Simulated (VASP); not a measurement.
```
Se
1.0
    2.21572    -3.83774     0.00000
    2.21572     3.83774     0.00000
    0.00000     0.00000     5.14426
Se
3
Direct
  0.00000   0.22782   0.66667
  0.77218   0.77218   0.00000
  0.22782   0.00000   0.33333
```

The numbers are results of revTPSS meta-GGA, VASP's PBE PAW potentials (set 64) (plane waves; VASP), not measurements. Numerical set-up: 520 eV cut-off, 6×6×5 Γ-centred mesh, Gaussian smearing of 0.050 eV, potentials Se.

Without a dispersion term in the relaxation, distances and binding between the weakly bound layers, chains or molecules are unreliable, and so is what depends on them.

Task: The ions and cell shape at fixed volume are relaxed. Predict the relaxed structure.

Result: 
```
Se
1.0
    2.24513    -3.88869     0.00000
    2.24513     3.88869     0.00000
    0.00000     0.00000     5.01036
Se
3
Direct
  0.00000   0.21986   0.66667
  0.78014   0.78014   0.00000
  0.21986   0.00000   0.33333
```
Space group P3_121 (152), at a tolerance of 0.03 Å.

Task: How much energy does the relaxation gain?

Result: The energy (σ→0) changes by -13.8 meV/atom, in 6 ionic steps.

```tsv
step	E(σ→0) (eV)	max force (eV/Å)	pressure (GPa)	volume (Å³)
1	12.1069	0.514	-2.86	87.49
2	12.0733	0.177	-1.41	87.49
3	12.0679	0.037	-0.54	87.49
4	12.0679	0.050	-0.49	87.49
5	12.0665	0.034	-0.44	87.49
6	12.0657	0.010	-0.36	87.49
```

The compound is Se in the trig structure. This cell is one point of a volume scan, at 1.06 of the reference volume. Symmetry was kept, so distortions that lower it aren't found.
